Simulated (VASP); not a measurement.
Consider the following.

```yaml
crystal:
  lattice:
    - [0.00000, 2.06537, 2.06537]
    - [2.06537, 0.00000, 2.06537]
    - [2.06537, 2.06537, 0.00000]
  atoms:
    - { symbol: Mg, position: [0.00000, 0.00000, 0.00000] }
    - { symbol: O, position: [0.50000, 0.50000, 0.50000] }
```

Level of theory: PBEsol GGA, VASP's PBE PAW potentials (set 64) (plane waves; VASP). Numerical set-up: 620 eV cut-off, 11×11×11 Γ-centred mesh, Gaussian smearing of 0.050 eV, potentials Mg O.

Task: What does the run give for the energy per atom (σ→0), pressure, band gap (on the k-mesh) with the smallest direct gap where there is one?

Result: 
```json
{
  "band gap (on the k-mesh)": "5.22 eV",
  "smallest direct gap (on the k-mesh)": "5.22 eV",
  "energy per atom (σ→0)": "-6.242 eV/atom",
  "pressure": "10.01 GPa"
}
```

Total energies compare only between runs with the same potentials, cut-off and functional.

The structure was generated: MgO was put into the rock salt type (Fm-3m), which need not be its known phase. It was relaxed first under an external pressure of 10 GPa.
